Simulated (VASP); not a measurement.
# Mg (P6_3/mmc) under biaxial (0001) strain: normal strain, stress and strain energy with PBEsol

Whether a strained magnesium film or coating may be modelled with constant elastic moduli depends on how large the misfit strain is and how much error in the stress is acceptable. The question here is how the normal strain, the in-plane stress and the strain energy follow an equal strain imposed in the (0001) plane, and at what strain proportionality fails. The calculations use PBEsol for a static lattice, with the length along the normal adjusted to remove the normal stress. Strains and energies are measured against the relaxed PBEsol crystal, and tension is positive. The results describe an ideal crystal that stays in its structure, without dislocations or twinning, which can limit the strain that a real film carries.

## Computational details

The start is an entry of the ASE's table of reference states database. The crystal was relaxed with PBEsol. Equal strain is imposed in the (0001) plane; the strain along the normal is adjusted until the normal stress vanishes, and the atoms are relaxed with PBEsol. VASP 6.6.1, plane waves with PAW, cutoff 450 eV, no spin polarisation, no spin-orbit coupling, k mesh 21×21×11, static lattice. The same in all rows: band gap on the k mesh at PBEsol: 0.000 eV.

Notes on method and selection:

- Runs that did not converge, have known faults or may not be shown are not listed, and runs on Ansatz's PAW sets soft_1 and soft_2 are kept to separate tables.

Columns:

- strain (%): strain in the plane (tension positive).
- normal strain (%): strain along the normal.
- stress (GPa): in-plane stress, tension positive.
- strain energy (meV/atom): energy per atom above the relaxed crystal.

## Table of results

| member | strain (%) | normal strain (%) | stress (GPa) | strain energy (meV/atom) |
| --- | --- | --- | --- | --- |
| −2 % | −2.0 | 0.936 | −1.927 | 4.940 |
| −1.5 % | −1.5 | 0.757 | −1.370 | 2.647 |
| −1 % | −1.0 | ? | ? | ? |
| −0.5 % | −0.5 | 0.264 | −0.405 | 0.2549 |
| 0 % | 0.0 | −0.005 | 0.024 | 4.00×10⁻⁵ |
| +0.5 % | 0.5 | ? | ? | ? |
| +1 % | 1.0 | −0.628 | 0.777 | 1.161 |
| +1.5 % | 1.5 | −0.927 | 1.123 | 2.471 |
| +2 % | 2.0 | −1.208 | 1.455 | 4.275 |

Cells marked ? are withheld until the estimate has been made.

Least-squares fits to the members shown, with x = strain (%); R² and errors in the fitted variable (y, or ln y where the fit is in ln y):

| y | members | fit | R² | rms residual | leave-one-out rms | the same for the mean of the others |
| --- | --- | --- | --- | --- | --- | --- |
| normal strain (%) | 7 | y = −0.07671 − 0.5480 x | 1.00 | 0.052 | 0.078 | 0.90 |
| stress (GPa) | 7 | y = −0.1061 + 0.8390 x | 0.99 | 0.099 | 0.15 | 1.4 |

## The trend and its physics

Stretching the basal plane draws the layers together, and compressing it pushes them apart. For small strains, zero normal stress requires ε_normal = −2(C₁₃/C₃₃) ε_plane. Between −0.5 % and +1 % the slope is (−0.628 − 0.264) / 1.5 = −0.595, so C₁₃/C₃₃ is about 0.595 / 2 = 0.30. Constant volume would need a slope of −2, so the layers make up for less than a third of the change in basal area.

The stress gives the biaxial modulus, C₁₁ + C₁₂ − 2C₁₃²/C₃₃. Over the same interval the stress rises by (0.777 + 0.405) / 1.5 = 0.788 GPa per %, which is a modulus of 79 GPa. These data fix only this combination and the ratio C₁₃/C₃₃, not the four constants separately.

Linearity fails first on the compressive side. A line of 0.788 GPa per % through the unstrained row gives 0.024 − 2 × 0.788 = −1.552 GPa at −2 %, where the calculation gives −1.927 GPa, about 24 % more in magnitude. At +2 % the line gives 0.024 + 2 × 0.788 = 1.600 GPa against a calculated 1.455 GPa, about 9 % less. The sign is that of ordinary anharmonicity: repulsion between atoms steepens as they approach, and the restoring force weakens as they separate. The strain energy shows the same asymmetry, with 4.940 / 4.275 = 1.16 between −2 % and +2 %.

The normal strain is also curved. Its slope is −0.493 between −1.5 % and −0.5 %, but −0.598 between +1 % and +1.5 %. It then weakens to −0.562 between +1.5 % and +2 %. This last change amounts to only 0.018 % in normal strain over the half-per-cent step, and may come from the fixed k mesh sampling a shifting Fermi surface as well as from elasticity.

## Estimating the withheld member

Plain estimates from the members shown:

- −1 %, fit at x = −1.0: 0.471 %
- −1 %, straight-line interpolation between −1.5 % and −0.5 %: w = (−1.0 − (−1.5)) / (−0.5 − (−1.5)) = 0.500, so 0.757 + 0.500 × (0.264 − 0.757) = 0.510 %
- +0.5 %, fit at x = 0.5: −0.351 %
- +0.5 %, straight-line interpolation between 0 % and +1 %: w = (0.5 − 0.0) / (1.0 − 0.0) = 0.500, so −0.005 + 0.500 × (−0.628 − (−0.005)) = −0.317 %

The straight-line fit ignores the curvature, and its rms residual of 0.052 % is large for this purpose. Interpolation between neighbours is better, but at +0.5 % it leans on the unstrained row, which keeps a small normal stress, as does the row at −2 %. Both withheld crystals are practically free of normal stress, so the route chosen is a cubic through four rows that are free of it too: −1.5, −0.5, +1 and +1.5 %. The slopes between successive rows of these four are −0.493, (−0.628 − 0.264) / 1.5 = −0.5947 and −0.598. Their divided differences are (−0.5947 + 0.493) / 2.5 = −0.0407, which is the quadratic coefficient, and (−0.598 + 0.5947) / 2 = −0.00165. The cubic coefficient is then (−0.00165 + 0.0407) / 3 = 0.0130. With x the in-plane strain in %,

y = 0.757 − 0.493 (x + 1.5) − 0.0407 (x + 1.5)(x + 0.5) + 0.0130 (x + 1.5)(x + 0.5)(x − 1).

At +2 %, which was not used, it gives 0.757 − 0.493 × 3.5 − 0.0407 × 3.5 × 2.5 + 0.0130 × 3.5 × 2.5 = −1.211 % against −1.208 % in the table. The other two tests are the rows with remaining normal stress. At −2 % it gives 0.757 + 0.493 × 0.5 − 0.0407 × 0.75 − 0.0130 × 0.75 × 3 = 0.944 % against 0.936 %, and at 0 % it gives 0.757 − 0.493 × 1.5 − 0.0407 × 0.75 − 0.0130 × 0.75 = −0.023 % against −0.005 %.

For −1 %: 0.757 − 0.2465 + 0.0102 + 0.0065 = 0.527 %, which is 0.017 % above the straight-line interpolation.

For +0.5 %: 0.757 − 0.493 × 2 − 0.0407 × 2 − 0.0130 = −0.323 %, which is 0.006 % below it.

The three misses of 0.003, 0.008 and 0.018 % have an rms of about 0.01 %, which is taken as the standard deviation for both estimates.

**Committed estimate, −1 %: normal strain = 0.527 ± 0.010 %.**  
**Committed estimate, +0.5 %: normal strain = −0.323 ± 0.010 %.**

## The answer

| member | strain (%) | normal strain (%) | stress (GPa) | strain energy (meV/atom) |
| --- | --- | --- | --- | --- |
| −1 % | −1.0 | 0.530 | −0.864 | 1.119 |
| +0.5 % | 0.5 | −0.315 | 0.416 | 0.3243 |

| member | estimate | normal strain (%) | computed | estimate − computed | miss in error bars |
| --- | --- | --- | --- | --- | --- |
| −1 % | committed | 0.527 | 0.530 | −0.003 | 0.3 |
| −1 % | fit | 0.471 | 0.530 | −0.059 |  |
| −1 % | interpolation | 0.510 | 0.530 | −0.020 |  |
| +0.5 % | committed | −0.323 | −0.315 | −0.008 | 0.8 |
| +0.5 % | fit | −0.351 | −0.315 | −0.036 |  |
| +0.5 % | interpolation | −0.317 | −0.315 | −0.002 |  |

Both estimates fall inside their error bars. At −1 % the cubic misses by 0.003 %, against 0.020 % for straight-line interpolation and 0.059 % for the fit. At +0.5 % it misses by 0.008 %, better than the fit (0.036 %) but worse than interpolation (0.002 %). Allowing for curvature therefore paid off in compression only. Distrust of the unstrained row brought no gain at +0.5 %.

The new rows also correct the analysis of the stress. The earlier modulus of 79 GPa came from an uneven interval, −0.5 % to +1 %, which gave too much weight to the softer tensile side. The symmetric interval gives (0.416 + 0.405) / 0.010 = 82 GPa, and C₁₃/C₃₃ = (0.315 + 0.264) / 2 = 0.29.

With this modulus, the line through the unstrained row is missed by about 8 % at both −1 % and +1 %. The earlier statement that linearity fails first in compression is therefore wrong. Only at 2 % do the sides differ clearly: the stress is 19 % above the line in magnitude in compression and 13 % below it in tension.

With a constant modulus the strain energy would grow fourfold from 1 % to 2 %. It grows by 4.940 / 1.119 = 4.4 in compression and by 4.275 / 1.161 = 3.7 in tension. At ±0.5 % and ±1 %, however, the energy is higher in tension, the reverse of the order at ±2 %. At ±0.5 % most of the excess comes from the small in-plane tension left in the unstrained crystal: stretching works against it and compression releases it. At ±1 % anharmonicity almost cancels this effect. By Simpson's rule the area under the stress curve is (0.5 / 3) × (0.024 + 4 × 0.416 + 0.777) = 0.411 GPa % from 0 to +1 %, and (0.5 / 3) × (0.864 + 4 × 0.405 − 0.024) = 0.410 GPa % in magnitude from 0 to −1 %. The work done is thus practically the same on both sides, whereas the tabulated energies have a ratio of 1.161 / 1.119 = 1.04.

That remaining difference comes from the treatment of the electrons, which I should have given with the computational details. The runs use Methfessel–Paxton smearing. The tabulated energies are extrapolated to zero smearing, while the stress belongs to the free energy at the finite width used. The free energies at +1 % and −1 % are practically equal, but the extrapolation shifts them by different amounts. The higher tabulated energy at +1 % is therefore no sign of a stiffer response in tension.

## Members off the line

Least-squares fits to the whole series, with x = strain (%); R² and errors in the fitted variable (y, or ln y where the fit is in ln y):

| y | members | fit | R² | rms residual | leave-one-out rms | the same for the mean of the others |
| --- | --- | --- | --- | --- | --- | --- |
| normal strain (%) | 9 | y = −0.06622 − 0.5508 x | 1.00 | 0.050 | 0.071 | 0.80 |
| stress (GPa) | 9 | y = −0.08567 + 0.8370 x | 0.99 | 0.095 | 0.14 | 1.2 |

Largest departures from the fit to the whole series:

| member | normal strain (%) | fit | computed − fit | in rms residuals |
| --- | --- | --- | --- | --- |
| −2 % | 0.936 | 1.035 | −0.099 | 2.0 |
| 0 % | −0.005 | −0.066 | +0.061 | 1.2 |
| −0.5 % | 0.264 | 0.209 | +0.055 | 1.1 |
| −1 % | 0.530 | 0.485 | +0.045 | 0.9 |

The largest departure from the straight line is at −2 %, where the normal strain lies 0.099 % below the fit. The rows at 0, −0.5 and −1 % lie 0.061, 0.055 and 0.045 % above it. This is the pattern of a line drawn through a curve, not of four separate faults.

The slope is −0.454 between −1.5 % and −1 %, but −0.626 between +0.5 % and +1 %. The layers thus respond less to a change in the plane when the plane is compressed. In terms of the elastic constants, the ratio C₁₃/C₃₃ for a small further strain is lower in compression. The columns shown do not tell how much of this comes from a stiffer normal direction and how much from a weaker coupling C₁₃.

Incomplete relaxation adds a smaller part in two rows. The crystal at −2 % is still slightly compressed along the normal and would lengthen a little more, while the unstrained one is under slight tension and would shorten. Both corrections would bring the rows nearer to the fit.

Beyond +1 % the slope weakens to −0.598 and then −0.562. With the new row this looks like a steady change, which makes irregular k mesh error a less likely cause than it seemed before.

## Rules of thumb and their limits

For PBEsol Mg, a constant biaxial modulus of 82 GPa, counted from the 0.024 GPa that remains in the unstrained crystal, gives the stress to about 5 % at strains of ±0.5 % and to about 8 % at ±1 %. At ±2 % the calculated stress should be used instead. Within the range of the table, a smooth curve through well-relaxed rows gives the normal strain of a further member to about 0.01 %.

A coherent film 100 nm thick at +1 % strain would carry a force per width of 0.777 × 100 = 78 N/m (1 GPa times 1 nm is 1 N/m), the quantity that bends its substrate.

The largest omitted effect is plastic relaxation. In-plane compression stretches the crystal along the normal, which favours twinning, and in bulk magnesium this can begin at roughly 0.1 GPa or less, far below the stresses at −1 % and beyond. Thermal softening is smaller, lowering the modulus by very roughly 5 to 10 % at room temperature.
